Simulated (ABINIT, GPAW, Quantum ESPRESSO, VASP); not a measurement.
ZnRe: 4 runs at one level of theory

```
Re Zn
1.0
     2.74822    0.00000    0.00000
    -1.37411    2.38003    0.00000
     0.00000    0.00000    4.49407
Re Zn
1 1
Direct
  0.33333 0.66667 0.50000
  0.00000 0.00000 0.00000
```

The cell comes from a database or a generator and needn't be the stable form of this composition.

Alike in all runs: task single point; functional PBE; k mesh 11 × 11 × 6; occupations fermi-dirac, width 0.05 eV; no spin polarisation; no spin-orbit coupling. Pressure is positive in compression and, in plane waves, holds the error of the finite cutoff.

| program and potentials | plane-wave cutoff (eV) | notes | pressure (GPa) |
| --- | --- | --- | --- |
| GPAW, GPAW PAW data sets (gpaw-data 1.2.1) | 600 | 12.5 valence electrons an atom on average | ? |
| VASP, PBE PAW files Re, Zn, 520 eV | 520 | 9.5 valence electrons an atom on average | -1.51 |
| ABINIT, JTH PAW PBE v2.0 | 599 | 13.5 valence electrons an atom on average | -2.04 |
| Quantum ESPRESSO, SSSP 1.3 efficiency PBE | 748 | 17.5 valence electrons an atom on average | -1.67 |

Task: Estimate from the other rows what the run with GPAW, GPAW PAW data sets (gpaw-data 1.2.1) gave.

Result: Pressure -1.78 GPa. The other rows, which needn't bracket it: pressure -2.04 to -1.51.
